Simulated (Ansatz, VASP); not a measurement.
# Sn in two plane-wave programs

One calculation is typed for both programs; each brings its own data sets. How far apart do they land? The cell is taken from a series of runs on this material, whose earlier steps may have relaxed, scaled, displaced or heated it; both programs get it as it stands.

Method: plane waves, with VASP 6.6.1 beside it; zone-centre phonons at LDA, in Ansatz 0.2.0.

### 1. Set-up

It takes space group R-3m (No. 166, trigonal). Conventional cell: a = 4.640 Å, b = 4.640 Å, c = 11.343 Å, α = 90.00°, β = 90.00°, γ = 120.00°. Nearest to Sn lie 4 Sn at 2.84 Å.

Coordinates:

```cif
data_structure
_symmetry_space_group_name_H-M 'P 1'
_symmetry_Int_Tables_number 1
_cell_length_a 4.6336
_cell_length_b 4.6336
_cell_length_c 4.6336
_cell_angle_alpha 60.087
_cell_angle_beta 60.087
_cell_angle_gamma 60.087
_cell_volume 70.49
loop_
_atom_site_label
_atom_site_type_symbol
_atom_site_fract_x
_atom_site_fract_y
_atom_site_fract_z
_atom_site_occupancy
Sn1 Sn 0.49983 0.49983 0.49983 1
Sn2 Sn 0.75017 0.75017 0.75017 1
```

### 2. VASP: zone-centre phonons, LDA

Second derivatives magnify differences that forces hide, and they need a tight electronic threshold.

Lines of VASP's logs that name or quote its potential files are left out, and so is its time.

Input file INCAR:

```
SYSTEM = Sn
PREC = Accurate
ENCUT = 500
EDIFF = 1E-08
NELM = 120
ISMEAR = 0
SIGMA = 0.015
LREAL = .FALSE.
ALGO = Normal
GGA = CA
NBANDS = 20
LORBIT = 11
LWAVE = .FALSE.
LCHARG = .FALSE.
ISIF = 2
ISYM = 2
IBRION = 8
LASPH = .TRUE.
GGA_COMPAT = .FALSE.
KPAR = 2
```

Input file POSCAR:

```
Sn
1.0
   -0.0043300346      3.2764831525      3.2764831525
    3.2764831525     -0.0043300346      3.2764831525
    3.2764831525      3.2764831525     -0.0043300346
Sn
2
Direct
    0.4998328037      0.4998328037      0.4998328037
    0.7501671963      0.7501671963      0.7501671963
```

Input file KPOINTS:

```
Points of the shifted mesh
1728
Reciprocal
 0.0416666667  0.0416666667  0.0416666667 1
 0.0416666667  0.0416666667  0.1250000000 1
 0.0416666667  0.0416666667  0.2083333333 1
 0.0416666667  0.0416666667  0.2916666667 1
 0.0416666667  0.0416666667  0.3750000000 1
 0.0416666667  0.0416666667  0.4583333333 1
 0.0416666667  0.0416666667  0.5416666667 1
 0.0416666667  0.0416666667  0.6250000000 1
 0.0416666667  0.0416666667  0.7083333333 1
 0.0416666667  0.0416666667  0.7916666667 1
 0.0416666667  0.0416666667  0.8750000000 1
 0.0416666667  0.0416666667  0.9583333333 1
 0.0416666667  0.1250000000  0.0416666667 1
 0.0416666667  0.1250000000  0.1250000000 1
 0.0416666667  0.1250000000  0.2083333333 1
 0.0416666667  0.1250000000  0.2916666667 1
 0.0416666667  0.1250000000  0.3750000000 1
 0.0416666667  0.1250000000  0.4583333333 1
 0.0416666667  0.1250000000  0.5416666667 1
 0.0416666667  0.1250000000  0.6250000000 1
 0.0416666667  0.1250000000  0.7083333333 1
 0.0416666667  0.1250000000  0.7916666667 1
 0.0416666667  0.1250000000  0.8750000000 1
 0.0416666667  0.1250000000  0.9583333333 1
 0.0416666667  0.2083333333  0.0416666667 1
 0.0416666667  0.2083333333  0.1250000000 1
 0.0416666667  0.2083333333  0.2083333333 1
 0.0416666667  0.2083333333  0.2916666667 1
 0.0416666667  0.2083333333  0.3750000000 1
 0.0416666667  0.2083333333  0.4583333333 1
 0.0416666667  0.2083333333  0.5416666667 1
 0.0416666667  0.2083333333  0.6250000000 1
 0.0416666667  0.2083333333  0.7083333333 1
 0.0416666667  0.2083333333  0.7916666667 1
 0.0416666667  0.2083333333  0.8750000000 1
 0.0416666667  0.2083333333  0.9583333333 1
 0.0416666667  0.2916666667  0.0416666667 1
 0.0416666667  0.2916666667  0.1250000000 1
 0.0416666667  0.2916666667  0.2083333333 1
 0.0416666667  0.2916666667  0.2916666667 1
 0.0416666667  0.2916666667  0.3750000000 1
 0.0416666667  0.2916666667  0.4583333333 1
 0.0416666667  0.2916666667  0.5416666667 1
 0.0416666667  0.2916666667  0.6250000000 1
 0.0416666667  0.2916666667  0.7083333333 1
 0.0416666667  0.2916666667  0.7916666667 1
 0.0416666667  0.2916666667  0.8750000000 1
 0.0416666667  0.2916666667  0.9583333333 1
 0.0416666667  0.3750000000  0.0416666667 1
 0.0416666667  0.3750000000  0.1250000000 1
 0.0416666667  0.3750000000  0.2083333333 1
 0.0416666667  0.3750000000  0.2916666667 1
 0.0416666667  0.3750000000  0.3750000000 1
 0.0416666667  0.3750000000  0.4583333333 1
 0.0416666667  0.3750000000  0.5416666667 1
 0.0416666667  0.3750000000  0.6250000000 1
 0.0416666667  0.3750000000  0.7083333333 1
 0.0416666667  0.3750000000  0.7916666667 1
 0.0416666667  0.3750000000  0.8750000000 1
 0.0416666667  0.3750000000  0.9583333333 1
 0.0416666667  0.4583333333  0.0416666667 1
 0.0416666667  0.4583333333  0.1250000000 1
 0.0416666667  0.4583333333  0.2083333333 1
 0.0416666667  0.4583333333  0.2916666667 1
 0.0416666667  0.4583333333  0.3750000000 1
 0.0416666667  0.4583333333  0.4583333333 1
 0.0416666667  0.4583333333  0.5416666667 1
 0.0416666667  0.4583333333  0.6250000000 1
 0.0416666667  0.4583333333  0.7083333333 1
 0.0416666667  0.4583333333  0.7916666667 1
 0.0416666667  0.4583333333  0.8750000000 1
 0.0416666667  0.4583333333  0.9583333333 1
 0.0416666667  0.5416666667  0.0416666667 1
 0.0416666667  0.5416666667  0.1250000000 1
 0.0416666667  0.5416666667  0.2083333333 1
 0.0416666667  0.5416666667  0.2916666667 1
 0.0416666667  0.5416666667  0.3750000000 1
 0.0416666667  0.5416666667  0.4583333333 1
 0.0416666667  0.5416666667  0.5416666667 1
 0.0416666667  0.5416666667  0.6250000000 1
 0.0416666667  0.5416666667  0.7083333333 1
 0.0416666667  0.5416666667  0.7916666667 1
 0.0416666667  0.5416666667  0.8750000000 1
 0.0416666667  0.5416666667  0.9583333333 1
 0.0416666667  0.6250000000  0.0416666667 1
 0.0416666667  0.6250000000  0.1250000000 1
 0.0416666667  0.6250000000  0.2083333333 1
 0.0416666667  0.6250000000  0.2916666667 1
 0.0416666667  0.6250000000  0.3750000000 1
 0.0416666667  0.6250000000  0.4583333333 1
 0.0416666667  0.6250000000  0.5416666667 1
 0.0416666667  0.6250000000  0.6250000000 1
 0.0416666667  0.6250000000  0.7083333333 1
 0.0416666667  0.6250000000  0.7916666667 1
 0.0416666667  0.6250000000  0.8750000000 1
 0.0416666667  0.6250000000  0.9583333333 1
 0.0416666667  0.7083333333  0.0416666667 1
 0.0416666667  0.7083333333  0.1250000000 1
 0.0416666667  0.7083333333  0.2083333333 1
 0.0416666667  0.7083333333  0.2916666667 1
 0.0416666667  0.7083333333  0.3750000000 1
 0.0416666667  0.7083333333  0.4583333333 1
 0.0416666667  0.7083333333  0.5416666667 1
 0.0416666667  0.7083333333  0.6250000000 1
 0.0416666667  0.7083333333  0.7083333333 1
 0.0416666667  0.7083333333  0.7916666667 1
 0.0416666667  0.7083333333  0.8750000000 1
 0.0416666667  0.7083333333  0.9583333333 1
 0.0416666667  0.7916666667  0.0416666667 1
 0.0416666667  0.7916666667  0.1250000000 1
 0.0416666667  0.7916666667  0.2083333333 1
 0.0416666667  0.7916666667  0.2916666667 1
[... 1390 lines left out ...]
 0.8750000000  0.4583333333  0.1250000000 1
 0.8750000000  0.4583333333  0.2083333333 1
 0.8750000000  0.4583333333  0.2916666667 1
 0.8750000000  0.4583333333  0.3750000000 1
 0.8750000000  0.4583333333  0.4583333333 1
 0.8750000000  0.4583333333  0.5416666667 1
 0.8750000000  0.4583333333  0.6250000000 1
 0.8750000000  0.4583333333  0.7083333333 1
 0.8750000000  0.4583333333  0.7916666667 1
 0.8750000000  0.4583333333  0.8750000000 1
 0.8750000000  0.4583333333  0.9583333333 1
 0.8750000000  0.5416666667  0.0416666667 1
 0.8750000000  0.5416666667  0.1250000000 1
 0.8750000000  0.5416666667  0.2083333333 1
 0.8750000000  0.5416666667  0.2916666667 1
 0.8750000000  0.5416666667  0.3750000000 1
 0.8750000000  0.5416666667  0.4583333333 1
 0.8750000000  0.5416666667  0.5416666667 1
 0.8750000000  0.5416666667  0.6250000000 1
 0.8750000000  0.5416666667  0.7083333333 1
 0.8750000000  0.5416666667  0.7916666667 1
 0.8750000000  0.5416666667  0.8750000000 1
 0.8750000000  0.5416666667  0.9583333333 1
 0.8750000000  0.6250000000  0.0416666667 1
 0.8750000000  0.6250000000  0.1250000000 1
 0.8750000000  0.6250000000  0.2083333333 1
 0.8750000000  0.6250000000  0.2916666667 1
 0.8750000000  0.6250000000  0.3750000000 1
 0.8750000000  0.6250000000  0.4583333333 1
 0.8750000000  0.6250000000  0.5416666667 1
 0.8750000000  0.6250000000  0.6250000000 1
 0.8750000000  0.6250000000  0.7083333333 1
 0.8750000000  0.6250000000  0.7916666667 1
 0.8750000000  0.6250000000  0.8750000000 1
 0.8750000000  0.6250000000  0.9583333333 1
 0.8750000000  0.7083333333  0.0416666667 1
 0.8750000000  0.7083333333  0.1250000000 1
 0.8750000000  0.7083333333  0.2083333333 1
 0.8750000000  0.7083333333  0.2916666667 1
 0.8750000000  0.7083333333  0.3750000000 1
 0.8750000000  0.7083333333  0.4583333333 1
 0.8750000000  0.7083333333  0.5416666667 1
 0.8750000000  0.7083333333  0.6250000000 1
 0.8750000000  0.7083333333  0.7083333333 1
 0.8750000000  0.7083333333  0.7916666667 1
 0.8750000000  0.7083333333  0.8750000000 1
 0.8750000000  0.7083333333  0.9583333333 1
 0.8750000000  0.7916666667  0.0416666667 1
 0.8750000000  0.7916666667  0.1250000000 1
 0.8750000000  0.7916666667  0.2083333333 1
 0.8750000000  0.7916666667  0.2916666667 1
 0.8750000000  0.7916666667  0.3750000000 1
 0.8750000000  0.7916666667  0.4583333333 1
 0.8750000000  0.7916666667  0.5416666667 1
 0.8750000000  0.7916666667  0.6250000000 1
 0.8750000000  0.7916666667  0.7083333333 1
 0.8750000000  0.7916666667  0.7916666667 1
 0.8750000000  0.7916666667  0.8750000000 1
 0.8750000000  0.7916666667  0.9583333333 1
 0.8750000000  0.8750000000  0.0416666667 1
 0.8750000000  0.8750000000  0.1250000000 1
 0.8750000000  0.8750000000  0.2083333333 1
 0.8750000000  0.8750000000  0.2916666667 1
 0.8750000000  0.8750000000  0.3750000000 1
 0.8750000000  0.8750000000  0.4583333333 1
 0.8750000000  0.8750000000  0.5416666667 1
 0.8750000000  0.8750000000  0.6250000000 1
 0.8750000000  0.8750000000  0.7083333333 1
 0.8750000000  0.8750000000  0.7916666667 1
 0.8750000000  0.8750000000  0.8750000000 1
 0.8750000000  0.8750000000  0.9583333333 1
 0.8750000000  0.9583333333  0.0416666667 1
 0.8750000000  0.9583333333  0.1250000000 1
 0.8750000000  0.9583333333  0.2083333333 1
 0.8750000000  0.9583333333  0.2916666667 1
 0.8750000000  0.9583333333  0.3750000000 1
 0.8750000000  0.9583333333  0.4583333333 1
 0.8750000000  0.9583333333  0.5416666667 1
 0.8750000000  0.9583333333  0.6250000000 1
 0.8750000000  0.9583333333  0.7083333333 1
 0.8750000000  0.9583333333  0.7916666667 1
 0.8750000000  0.9583333333  0.8750000000 1
 0.8750000000  0.9583333333  0.9583333333 1
 0.9583333333  0.0416666667  0.0416666667 1
 0.9583333333  0.0416666667  0.1250000000 1
 0.9583333333  0.0416666667  0.2083333333 1
 0.9583333333  0.0416666667  0.2916666667 1
 0.9583333333  0.0416666667  0.3750000000 1
 0.9583333333  0.0416666667  0.4583333333 1
 0.9583333333  0.0416666667  0.5416666667 1
 0.9583333333  0.0416666667  0.6250000000 1
 0.9583333333  0.0416666667  0.7083333333 1
 0.9583333333  0.0416666667  0.7916666667 1
 0.9583333333  0.0416666667  0.8750000000 1
 0.9583333333  0.0416666667  0.9583333333 1
 0.9583333333  0.1250000000  0.0416666667 1
 0.9583333333  0.1250000000  0.1250000000 1
 0.9583333333  0.1250000000  0.2083333333 1
 0.9583333333  0.1250000000  0.2916666667 1
 0.9583333333  0.1250000000  0.3750000000 1
 0.9583333333  0.1250000000  0.4583333333 1
 0.9583333333  0.1250000000  0.5416666667 1
 0.9583333333  0.1250000000  0.6250000000 1
 0.9583333333  0.1250000000  0.7083333333 1
 0.9583333333  0.1250000000  0.7916666667 1
 0.9583333333  0.1250000000  0.8750000000 1
 0.9583333333  0.1250000000  0.9583333333 1
 0.9583333333  0.2083333333  0.0416666667 1
 0.9583333333  0.2083333333  0.1250000000 1
 0.9583333333  0.2083333333  0.2083333333 1
 0.9583333333  0.2083333333  0.2916666667 1
 0.9583333333  0.2083333333  0.3750000000 1
 0.9583333333  0.2083333333  0.4583333333 1
 0.9583333333  0.2083333333  0.5416666667 1
 0.9583333333  0.2083333333  0.6250000000 1
 0.9583333333  0.2083333333  0.7083333333 1
 0.9583333333  0.2083333333  0.7916666667 1
 0.9583333333  0.2083333333  0.8750000000 1
 0.9583333333  0.2083333333  0.9583333333 1
 0.9583333333  0.2916666667  0.0416666667 1
 0.9583333333  0.2916666667  0.1250000000 1
 0.9583333333  0.2916666667  0.2083333333 1
 0.9583333333  0.2916666667  0.2916666667 1
 0.9583333333  0.2916666667  0.3750000000 1
 0.9583333333  0.2916666667  0.4583333333 1
 0.9583333333  0.2916666667  0.5416666667 1
 0.9583333333  0.2916666667  0.6250000000 1
 0.9583333333  0.2916666667  0.7083333333 1
 0.9583333333  0.2916666667  0.7916666667 1
 0.9583333333  0.2916666667  0.8750000000 1
 0.9583333333  0.2916666667  0.9583333333 1
 0.9583333333  0.3750000000  0.0416666667 1
 0.9583333333  0.3750000000  0.1250000000 1
 0.9583333333  0.3750000000  0.2083333333 1
 0.9583333333  0.3750000000  0.2916666667 1
 0.9583333333  0.3750000000  0.3750000000 1
 0.9583333333  0.3750000000  0.4583333333 1
 0.9583333333  0.3750000000  0.5416666667 1
 0.9583333333  0.3750000000  0.6250000000 1
 0.9583333333  0.3750000000  0.7083333333 1
 0.9583333333  0.3750000000  0.7916666667 1
 0.9583333333  0.3750000000  0.8750000000 1
 0.9583333333  0.3750000000  0.9583333333 1
 0.9583333333  0.4583333333  0.0416666667 1
 0.9583333333  0.4583333333  0.1250000000 1
 0.9583333333  0.4583333333  0.2083333333 1
 0.9583333333  0.4583333333  0.2916666667 1
 0.9583333333  0.4583333333  0.3750000000 1
 0.9583333333  0.4583333333  0.4583333333 1
 0.9583333333  0.4583333333  0.5416666667 1
 0.9583333333  0.4583333333  0.6250000000 1
 0.9583333333  0.4583333333  0.7083333333 1
 0.9583333333  0.4583333333  0.7916666667 1
 0.9583333333  0.4583333333  0.8750000000 1
 0.9583333333  0.4583333333  0.9583333333 1
 0.9583333333  0.5416666667  0.0416666667 1
 0.9583333333  0.5416666667  0.1250000000 1
 0.9583333333  0.5416666667  0.2083333333 1
 0.9583333333  0.5416666667  0.2916666667 1
 0.9583333333  0.5416666667  0.3750000000 1
 0.9583333333  0.5416666667  0.4583333333 1
 0.9583333333  0.5416666667  0.5416666667 1
 0.9583333333  0.5416666667  0.6250000000 1
 0.9583333333  0.5416666667  0.7083333333 1
 0.9583333333  0.5416666667  0.7916666667 1
 0.9583333333  0.5416666667  0.8750000000 1
 0.9583333333  0.5416666667  0.9583333333 1
 0.9583333333  0.6250000000  0.0416666667 1
 0.9583333333  0.6250000000  0.1250000000 1
 0.9583333333  0.6250000000  0.2083333333 1
 0.9583333333  0.6250000000  0.2916666667 1
 0.9583333333  0.6250000000  0.3750000000 1
 0.9583333333  0.6250000000  0.4583333333 1
 0.9583333333  0.6250000000  0.5416666667 1
 0.9583333333  0.6250000000  0.6250000000 1
 0.9583333333  0.6250000000  0.7083333333 1
 0.9583333333  0.6250000000  0.7916666667 1
 0.9583333333  0.6250000000  0.8750000000 1
 0.9583333333  0.6250000000  0.9583333333 1
 0.9583333333  0.7083333333  0.0416666667 1
 0.9583333333  0.7083333333  0.1250000000 1
 0.9583333333  0.7083333333  0.2083333333 1
 0.9583333333  0.7083333333  0.2916666667 1
 0.9583333333  0.7083333333  0.3750000000 1
 0.9583333333  0.7083333333  0.4583333333 1
 0.9583333333  0.7083333333  0.5416666667 1
 0.9583333333  0.7083333333  0.6250000000 1
 0.9583333333  0.7083333333  0.7083333333 1
 0.9583333333  0.7083333333  0.7916666667 1
 0.9583333333  0.7083333333  0.8750000000 1
 0.9583333333  0.7083333333  0.9583333333 1
 0.9583333333  0.7916666667  0.0416666667 1
 0.9583333333  0.7916666667  0.1250000000 1
 0.9583333333  0.7916666667  0.2083333333 1
 0.9583333333  0.7916666667  0.2916666667 1
 0.9583333333  0.7916666667  0.3750000000 1
 0.9583333333  0.7916666667  0.4583333333 1
 0.9583333333  0.7916666667  0.5416666667 1
 0.9583333333  0.7916666667  0.6250000000 1
 0.9583333333  0.7916666667  0.7083333333 1
 0.9583333333  0.7916666667  0.7916666667 1
 0.9583333333  0.7916666667  0.8750000000 1
 0.9583333333  0.7916666667  0.9583333333 1
 0.9583333333  0.8750000000  0.0416666667 1
 0.9583333333  0.8750000000  0.1250000000 1
 0.9583333333  0.8750000000  0.2083333333 1
 0.9583333333  0.8750000000  0.2916666667 1
 0.9583333333  0.8750000000  0.3750000000 1
 0.9583333333  0.8750000000  0.4583333333 1
 0.9583333333  0.8750000000  0.5416666667 1
 0.9583333333  0.8750000000  0.6250000000 1
 0.9583333333  0.8750000000  0.7083333333 1
 0.9583333333  0.8750000000  0.7916666667 1
 0.9583333333  0.8750000000  0.8750000000 1
 0.9583333333  0.8750000000  0.9583333333 1
 0.9583333333  0.9583333333  0.0416666667 1
 0.9583333333  0.9583333333  0.1250000000 1
 0.9583333333  0.9583333333  0.2083333333 1
 0.9583333333  0.9583333333  0.2916666667 1
 0.9583333333  0.9583333333  0.3750000000 1
 0.9583333333  0.9583333333  0.4583333333 1
 0.9583333333  0.9583333333  0.5416666667 1
 0.9583333333  0.9583333333  0.6250000000 1
 0.9583333333  0.9583333333  0.7083333333 1
 0.9583333333  0.9583333333  0.7916666667 1
 0.9583333333  0.9583333333  0.8750000000 1
 0.9583333333  0.9583333333  0.9583333333 1
```

The projector-augmented-wave data sets are Sn_d (LDA family, release 64).

Run with:

```
$ mpirun -np 2 vasp_std
```

Numbers of over 12 decimals in the logs are rounded to 6 here.

The log of the run:

```text
[banner, memory and clock lines left out]
running    2 mpi-ranks, on    1 nodes
 distrk:  each k-point on    1 cores,    2 groups
 distr:  one band on    1 cores,    1 groups

 POSCAR found type information on POSCAR Sn
 POSCAR found :  1 types and       2 ions
 LDA part: xc-table for (Slater(with rela. corr.)+CA(PZ))
 , standard interpolation
 POSCAR, INCAR and KPOINTS ok, starting setup
 FFT: planning ... GRIDC
 FFT: planning ... GRID_SOFT
 FFT: planning ... GRID
 WAVECAR not read
 entering main loop
       N       E                     dE             d eps       ncg     rms          rms(c)
DAV:   1     0.221737929973E+03    0.22174E+03   -0.14792E+04 69552   0.198E+03
DAV:   2     0.147821173907E+02   -0.20696E+03   -0.20321E+03 69356   0.438E+02
DAV:   3    -0.826530320265E+01   -0.23047E+02   -0.22914E+02 79212   0.143E+02
DAV:   4    -0.901997774878E+01   -0.75467E+00   -0.75432E+00 78332   0.294E+01
DAV:   5    -0.904638569646E+01   -0.26408E-01   -0.26407E-01 94392   0.538E+00    0.315E+00
DAV:   6    -0.896831889430E+01    0.78067E-01   -0.40258E-02 88912   0.223E+00    0.177E+00
DAV:   7    -0.892934598637E+01    0.38973E-01   -0.57339E-02 71832   0.219E+00    0.144E-01
DAV:   8    -0.892986004470E+01   -0.51406E-03   -0.51443E-03 79500   0.825E-01    0.512E-02
DAV:   9    -0.892994252333E+01   -0.82479E-04   -0.16687E-04 90208   0.982E-02    0.138E-02
DAV:  10    -0.892994462485E+01   -0.21015E-05   -0.12812E-05 89208   0.428E-02    0.382E-03
DAV:  11    -0.892994499717E+01   -0.37232E-06   -0.10645E-06 76420   0.698E-03    0.137E-03
DAV:  12    -0.892994499461E+01    0.25611E-08   -0.52587E-08 81384   0.200E-03
   1 F= -.89299450E+01 E0= -.89299448E+01  d E =-.364545E-06
 Linear response reoptimize wavefunctions to high precision
DAV:   1    -0.892994499687E+01   -0.22642E-08   -0.49870E-09 69036   0.564E-04
DAV:   2    -0.892994499692E+01   -0.45475E-10   -0.39094E-10 44500   0.204E-04
 Linear response DOF=           1
 Linear response progress:
  Degree of freedom:   1/  1
       N       E                     dE             d eps       ncg     rms          rms(c)
RMM:   1    -0.216658231400E+00   -0.21666E+00    0.57558E-01 86786   0.102E+01
RMM:   2    -0.223486712648E+00   -0.68285E-02   -0.20052E-02121184   0.117E+00    0.668E-02
RMM:   3    -0.223617131816E+00   -0.13042E-03   -0.16315E-03127384   0.325E-01    0.306E-02
RMM:   4    -0.223494436156E+00    0.12270E-03   -0.11858E-04126179   0.989E-02    0.104E-02
RMM:   5    -0.223479863112E+00    0.14573E-04   -0.15524E-05129966   0.324E-02    0.409E-03
RMM:   6    -0.223483300722E+00   -0.34376E-05   -0.47416E-07129713   0.943E-03    0.161E-03
RMM:   7    -0.223484772475E+00   -0.14718E-05    0.16911E-07128067   0.330E-03    0.470E-04
RMM:   8    -0.223482758256E+00    0.20142E-05   -0.15184E-08130361   0.122E-03    0.246E-04
RMM:   9    -0.223482151277E+00    0.60698E-06    0.92461E-08132408   0.475E-04    0.322E-05
RMM:  10    -0.223482274173E+00   -0.12290E-06    0.46559E-08137070   0.203E-04    0.225E-05
RMM:  11    -0.223482218209E+00    0.55964E-07    0.94287E-09132885   0.108E-04    0.480E-06
RMM:  12    -0.223482233789E+00   -0.15581E-07   -0.49130E-10141401   0.654E-05    0.336E-06
RMM:  13    -0.223482231059E+00    0.27299E-08    0.91242E-09138694   0.474E-05    0.185E-06
 first order change of Fermi-energy   0.11550E+01
 force on displaced ion       1 direction 1 :  -7.332  -0.018  -0.018
 Linear response finished
```

(Continued in part 2 of 2.)

[Lines on the potential files, build, host, timing and source positions are cut from VASP's logs without a mark.]

[Logs are printed without paths, hosts, clocks, repeated set-up lines and the standing remarks that a program may print on its own settings, such as how far it seeks lower states.]

[Hosts, paths, dates, database ids (printed as entryN), source tags and the programs' standing remarks are cut or masked in the printed files.]
